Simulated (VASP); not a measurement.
# CoGe23 (a cell with a defect) in VASP: single point with PBEsol

Aim: the single point of CoGe23 (a cell with a defect) with PBEsol.

All numbers are computed with VASP 6.6.1; they aren't measurements. Logs are shortened: lines on timing, memory, paths and dates and some standing lists are left out, and cuts for length are marked.

## Step 1: Starting point

The cell holds a defect, 24 atoms: a = 12.001 Å, b = 8.001 Å, c = 8.001 Å, α = 60.00°, β = 60.00°, γ = 60.00°.

## Step 2: Single point, PBEsol, collinear spin, ferromagnetic start

The input, INCAR:

```
ALGO     = Normal         # electronic algorithm
EDIFF    = 1E-5           # SCF threshold, eV
ENCUT    = 350            # plane-wave cutoff, eV
GGA      = PS             # functional
ISIF     = 2              # what is computed and relaxed
ISMEAR   = 0              # smearing method
ISPIN    = 2              # spin polarisation
ISYM     = 0            
KPAR     = 2            
LASPH    = True           # aspherical terms in the spheres
LCHARG   = False          # write CHGCAR
LMAXMIX  = 4              # l up to which the mixer works
LORBIT   = 11             # projections on sites
LREAL    = Auto         
LWAVE    = False          # write WAVECAR
MAGMOM   = 1 0 0 0 0 0 0 0 0 0 0 0 0 0 0 0 0 0 0 0 0 0 0 0 # initial moments
NBANDS   = 188            # bands
NELM     = 120            # most SCF steps
NUPDOWN  = 1              # fixed moment
PREC     = Accurate       # precision mode
SIGMA    = 0.03           # smearing width, eV
```

The input, KPOINTS:

```
k-points
0
Gamma
  2 2 2
```

The input, POSCAR:

```
CoGe23                                  
1.0
    0.0000000000      8.4863100000      8.4863100000
    5.6575400000      0.0000000000      5.6575400000
    5.6575400000      5.6575400000      0.0000000000
  Co              Ge            
     1    23
Direct
     0.9990235553862232    0.0009226858316603    0.0016034125565128
     0.0017153389369843    0.9998479878433991    0.4992393680136005
     0.0004597498014773    0.5001670067592446    0.9996929343075123
     0.0006696680467720    0.4976834052977078    0.4987726363949330
     0.3308543349573667    0.9993492162816369    0.0011660662475107
     0.3308577321187281    0.0035140673688398    0.4997798211391151
     0.3302446234783196    0.4997090862467700    0.0005038260675200
     0.3315853559162709    0.5015075755139281    0.5009909077789209
     0.6678437042584391    0.0027227038543777    0.9987223177551858
     0.6664721023862217    0.0005198020268358    0.4973857786693586
     0.6654811312712485    0.4962187709598266    0.0026439774555756
     0.6670995699810736    0.5008830582574505    0.4983342377859847
     0.0793614141217402    0.1220974291176867    0.1211679418327250
     0.0808134191389560    0.1188276002776404    0.6402287174575131
     0.0801112090194753    0.6393130298090958    0.1197018802472019
     0.0812231207786594    0.6253430841887312    0.6253246949406734
     0.4171375143929767    0.1237881856688242    0.1237087645569087
     0.4165936230797492    0.1257059118762653    0.6255732722605579
     0.4155550300170334    0.6235769224037990    0.1253216336111093
     0.4172498742676433    0.6272248467046270    0.6241095711745056
     0.7600669806790709    0.1196128074978014    0.1209368712549408
     0.7512508462010679    0.1246547294582027    0.6230813446068838
     0.7499528745774795    0.6270994534332281    0.1219067722786949
     0.7506272271870292    0.6245786333224157    0.6267482516065631
```

Potentials or basis: VASP PAW PBE potentials, release 64 (Co, Ge_d).

Command:

```console
$ cat potpaw_PBE.64/Co/POTCAR potpaw_PBE.64/Ge_d/POTCAR > POTCAR
$ mpirun -np 4 vasp_std > vasp.out
```

OUTCAR:

```text
EDIFF = 1E-5
   ENCUT = 350
   GGA = PS
   ISIF = 2
   ISMEAR = 0
   ISPIN = 2
   ISYM = 0
   LASPH = True
   LORBIT = 11
   LREAL = Auto
   NELM = 120
   NUPDOWN = 1
   PREC = Accurate

 ion  position               nearest neighbor table
   1  0.999  0.001  0.002-  21 2.34  13 2.36  14 2.36  15 2.36
   2  0.002  1.000  0.499-  16 2.45  22 2.45  13 2.47  14 2.48
   3  0.000  0.500  1.000-  16 2.45  23 2.45  13 2.47  15 2.48
   4  0.001  0.498  0.499-  16 2.45  24 2.45  14 2.48  15 2.48
   5  0.331  0.999  0.001-  18 2.45  19 2.45  17 2.46  13 2.47
   6  0.331  0.004  0.500-  14 2.45  17 2.46  20 2.46  18 2.46
[... 16 lines left out ...]
  23  0.750  0.627  0.122-   9 2.45   3 2.45  12 2.46  11 2.46
  24  0.751  0.625  0.627-   4 2.45  11 2.46  10 2.46  12 2.47

IMPORTANT INFORMATION: All symmetrisations will be switched off!
NOSYMM: (Re-)initialisation of all symmetry stuff for point group C_1.

----------------------------------------------------------------------------------------

                                     Primitive cell

  volume of cell :     543.2555

  direct lattice vectors                    reciprocal lattice vectors
     0.000000000  8.486310000  8.486310000    -0.058918423  0.058918423  0.058918423
     5.657540000  0.000000000  5.657540000     0.088377634 -0.088377634  0.088377634
     5.657540000  5.657540000  0.000000000     0.088377634  0.088377634 -0.088377634

  length of vectors
    12.001454697  8.000969798  8.000969798     0.102049702  0.153074553  0.153074553

  position of ions in fractional coordinates (direct lattice)
     0.999023555  0.000922686  0.001603413
     0.001715339  0.999847988  0.499239368
     0.000459750  0.500167007  0.999692934
     0.000669668  0.497683405  0.498772636
     0.330854335  0.999349216  0.001166066
     0.330857732  0.003514067  0.499779821
[... 16 lines left out ...]
     0.749952875  0.627099453  0.121906772
     0.750627227  0.624578633  0.626748252

  ion indices of the primitive-cell ions
   primitive index   ion index
                 1           1
                 2           2
                 3           3
                 4           4
                 5           5
                 6           6
[... 16 lines left out ...]
                23          23
                24          24

----------------------------------------------------------------------------------------

 KPOINTS: k-points

Automatic generation of k-mesh.
 Grid dimensions read from file:
 generate k-points for:    2    2    2

 Generating k-lattice:

  Cartesian coordinates                     Fractional coordinates (reciprocal lattice)
    -0.029459211  0.029459211  0.029459211     0.500000000  0.000000000  0.000000000
     0.044188817 -0.044188817  0.044188817     0.000000000  0.500000000  0.000000000
     0.044188817  0.044188817 -0.044188817     0.000000000  0.000000000  0.500000000

  Length of vectors
     0.051024851  0.076537276  0.076537276

  Shift w.r.t. Gamma in fractional coordinates (k-lattice)
     0.000000000  0.000000000  0.000000000

 Subroutine IBZKPT returns following result:
 ===========================================

 Found      8 irreducible k-points:

 Following reciprocal coordinates:
            Coordinates               Weight
  0.000000  0.000000  0.000000      1.000000
  0.500000  0.000000  0.000000      1.000000
  0.000000  0.500000  0.000000      1.000000
  0.000000  0.000000  0.500000      1.000000
  0.500000  0.000000  0.500000      1.000000
  0.500000  0.500000  0.000000      1.000000
  0.000000  0.500000  0.500000      1.000000
  0.500000  0.500000  0.500000      1.000000
   k-points           NKPTS =      8   k-points in BZ     NKDIM =      8   number of bands    NBANDS=    188
   number of dos      NEDOS =    301   number of ions     NIONS =     24
   total plane-waves  NPLWV = 200000
   dimension x,y,z NGX =    80 NGY =   50 NGZ =   50
   dimension x,y,z NGXF=   160 NGYF=  100 NGZF=  100
   ions per type =               1  23
   NGX,Y,Z   is equivalent  to a cutoff of  11.08, 10.39, 10.39 a.u.
   NGXF,Y,Z  is equivalent  to a cutoff of  22.16, 20.78, 20.78 a.u.
 SYSTEM =  unknown system
   PREC   = accura    normal or accurate (medium, high low for compatibility)
   ISTART =      0    job   : 0-new  1-cont  2-samecut
   ICHARG =      2    charge: 1-file 2-atom 10-const
   ISPIN  =      2    spin polarized calculation?
   LNONCOLLINEAR =      F non collinear calculations
   LSORBIT =      F    spin-orbit coupling
   LASPH  =      T    aspherical Exc in radial PAW
   ENCUT  =  350.0 eV  25.72 Ry    5.07 a.u.  18.31 12.20 12.20*2*pi/ulx,y,z
   NELM   =    120;   NELMIN=  2; NELMDL= -5     # of ELM steps
   EDIFF  = 0.1E-04   stopping-criterion for ELM
   LREAL  =      T    real-space projection
   EDIFFG = 0.1E-03   stopping-criterion for IOM
   NSW    =      0    number of steps for IOM
   IBRION =     -1    ionic relax: 0-MD 1-quasi-New 2-CG
   NFREE  =      0    steps in history (QN), initial steepest desc. (CG)
   ISIF   =      2    stress and relaxation
   ISYM   =      0    0-nonsym 1-usesym 2-fastsym
   POTIM  = 0.5000    time-step for ionic-motion
   TEBEG  =    0.0;   TEEND  =   0.0 temperature during run
   PSTRESS=    0.0 pullay stress
   NELECT =     331.0000    total number of electrons
   NUPDOWN=       1.0000    fix difference up-down
   EMIN   =  10.00;   EMAX   =-10.00  energy-range for DOS
   EFERMI =   0.00;   METHOD = LEGACY
   ISMEAR =     0;   SIGMA  =   0.03  broadening in eV -4-tet -1-fermi 0-gaus
   EFERMI_NEDOS =   21; number of points for ismear=-14 and -15
   IALGO  =     38    algorithm
   IMIX   =      4    mixing-type and parameters
     AMIX     =   0.40;   BMIX     =  1.00
     AMIX_MAG =   1.60;   BMIX_MAG =  1.00
  volume/ion in A,a.u.               =      22.64       152.75
  Fermi-wavevector in a.u.,A,eV,Ry     =   1.387872  2.622698 26.207392  1.926189
  Thomas-Fermi vector in A             =   2.512052
   LORBIT       =     11    0 simple, 1 ext, 2 COOP (PROOUT), +10 PAW based schemes
   GGA     = PS    functional components
   LHFCALC =     F    Hartree Fock is set to
   AEXX    =    0.0000 exact exchange contribution
   IVDW    =     0    specifies the selected vdW correction
   LEPSILON=     F    determine dielectric tensor
   LRPA    =     F    only Hartree local field effects (RPA)
 spin polarized calculation
 Gauss-broadening in eV      SIGMA  =   0.03
  energy-cutoff  :      350.00
  volume of cell :      543.26
 maximum number of plane-waves:      8100
 NGX is ok and might be reduce to    80
   NGX = 37   NGY = 25   NGZ = 25

 number of electron     331.0000106 magnetization       1.0000000

 Free energy of the ion-electron system (eV)
  ---------------------------------------------------
  ext. energy  EPLUGINS =         0.00000000
  ---------------------------------------------------
  free energy    TOTEN  =      -118.55738472 eV

  energy without entropy =     -118.55282895  energy(sigma->0) =     -118.55510683

 E-fermi :   4.3244     XC(G=0): -10.1058

 val. band max:        4.3852091909   @ k =   0.5000   0.0000   0.5000
 cond. band min:       4.3448396210   @ k =   0.0000   0.5000   0.5000
 fundamental gap:     -0.0403695699
 Fermi energy:         4.3875619290

 spin component 1

 k-point     1 :       0.0000    0.0000    0.0000
  band No.  band energies     occupation
      1     -20.1105      1.00000
      2     -20.1052      1.00000
      3     -20.0983      1.00000
      4     -20.0834      1.00000
      5     -20.0805      1.00000
      6     -20.0778      1.00000
[... 1429 lines left out ...]
    176       6.9880      0.00000
    177       7.0108      0.00000
 Fermi energy:         4.3243578154

 spin component 2

 k-point     1 :       0.0000    0.0000    0.0000
  band No.  band energies     occupation
      1     -20.1073      1.00000
      2     -20.1016      1.00000
      3     -20.0938      1.00000
      4     -20.0807      1.00000
      5     -20.0775      1.00000
      6     -20.0736      1.00000
[... 1429 lines left out ...]
    176       7.0204      0.00000
    177       7.0434      0.00000
 [bands above 177 left out]

------------------------ aborting loop because EDIFF is reached ----------------------------------------

  FORCE on cell =-STRESS in cart. coord.  units (eV):
  Direction    XX          YY          ZZ          XY          YZ          ZX
  --------------------------------------------------------------------------------------
  -------------------------------------------------------------------------------------
  Total       -2.5235064     -2.3503470     -2.3420158      0.6559484     -1.0813198      0.6130253
  in kB       -7.4423629     -6.9316784     -6.9071079      1.9345328     -3.1890446      1.8079435
  external PRESSURE =      -7.0937164 kB  Pullay stress =       0.0000000 kB

 VOLUME and BASIS-vectors are now :
 -----------------------------------------------------------------------------
  energy-cutoff  :      350.00
  volume of cell :      543.26
      direct lattice vectors                 reciprocal lattice vectors
     0.000000000  8.486310000  8.486310000    -0.058918423  0.058918423  0.058918423
     5.657540000  0.000000000  5.657540000     0.088377634 -0.088377634  0.088377634
     5.657540000  5.657540000  0.000000000     0.088377634  0.088377634 -0.088377634

 POSITION                                       TOTAL-FORCE (eV/Angst)
 -----------------------------------------------------------------------------------
      0.01429      8.48709      8.48324        -0.123955      0.130353      0.122776
      8.48115      2.83902      5.67124        -0.015951      0.020501      0.012613
      8.48552      5.65970      2.83362        -0.014844      0.017521      0.026815
      5.63749      2.82751      2.82135        -0.004337      0.025092      0.033179
      5.66046      2.81433      8.46159        -0.054026     -0.007430      0.003274
      2.84741      5.63529      2.82764        -0.012441      0.084573     -0.016289
[... 16 lines left out ...]
      4.23753      7.05403      9.91217        -0.018612      0.021153      0.005731
      7.07943      9.91591      9.90363        -0.022584     -0.001103      0.020550
 -----------------------------------------------------------------------------------
    total drift:                               -0.003195      0.003412      0.004795

  FREE ENERGIE OF THE ION-ELECTRON SYSTEM (eV)
  ---------------------------------------------------
  free  energy   TOTEN  =      -118.5573847217 eV

  energy  without entropy=     -118.5528289463  energy(sigma->0) =     -118.55510683

 total charge

# of ion       s       p       d       tot
------------------------------------------
    1        0.464   0.332   7.402   8.197
    2        1.133   1.238  10.020  12.391
    3        1.133   1.239  10.020  12.391
    4        1.132   1.237  10.019  12.389
    5        1.131   1.245  10.020  12.396
    6        1.124   1.256  10.020  12.400
[... 16 lines left out ...]
   23        1.119   1.260  10.020  12.399
   24        1.118   1.263  10.020  12.400
--------------------------------------------------
tot         26.408  28.979 237.889 293.276

 magnetization (x)

# of ion       s       p       d       tot
------------------------------------------
    1        0.005   0.013   0.593   0.611
    2        0.000  -0.000   0.000   0.000
    3        0.000  -0.000   0.000   0.000
    4        0.002  -0.002   0.000   0.001
    5        0.003   0.012   0.001   0.016
    6        0.002   0.018   0.001   0.021
[... 16 lines left out ...]
   23        0.000   0.018   0.001   0.020
   24        0.000   0.018   0.001   0.020
--------------------------------------------------
tot          0.030   0.168   0.620   0.818
```

Run time: 6.3 min. Hardware: 4 MPI ranks of Intel Xeon 6975P-C (Granite Rapids), shared host; peak memory 0.59 GiB.

What came out:

```yaml
Free_energy: -118.5574 eV
Largest_force: 0.805 eV/Å
Net_moment: 1.00 μB per cell
Site_moments: Co +0.61; Ge +0.00, +0.02, +0.01, -0.01 μB
Valence_electrons_inside_the_program's_atomic_spheres: Co 8.20; Ge 12.39, 12.40, 12.37, 12.41
```

Forces on the atoms (eV/Å):
```
Co  -0.124  0.130  0.123
Ge  -0.016  0.021  0.013
Ge  -0.015  0.018  0.027
Ge  -0.004  0.025  0.033
Ge  -0.054 -0.007  0.003
Ge  -0.012  0.085 -0.016
Ge   0.019  0.002  0.094
Ge   0.036 -0.032 -0.035
Ge  -0.135  0.047  0.020
Ge   0.017  0.101  0.010
Ge   0.000 -0.001  0.108
Ge   0.016 -0.011 -0.005
Ge  -0.309 -0.520 -0.532
Ge   0.506  0.267 -0.502
Ge   0.510 -0.515  0.277
Ge   0.023 -0.008 -0.005
Ge   0.087 -0.037 -0.032
Ge  -0.030 -0.038 -0.003
Ge  -0.015  0.003 -0.013
Ge  -0.031  0.024  0.000
Ge  -0.415  0.410  0.429
Ge  -0.015  0.020 -0.020
Ge  -0.019  0.021  0.006
Ge  -0.023 -0.001  0.021
```

Caveat: the k mesh is coarse (spacing up to 0.48 Å⁻¹), so the values aren't converged; the cutoff is under 1.25 times the usual one of these potentials, so pressure, stress and relaxed cells hold a basis-set (Pulay) error; the PAW data sets were made with another functional, which shifts forces and pressure a little; the total moment is fixed, so each spin has its own Fermi level.
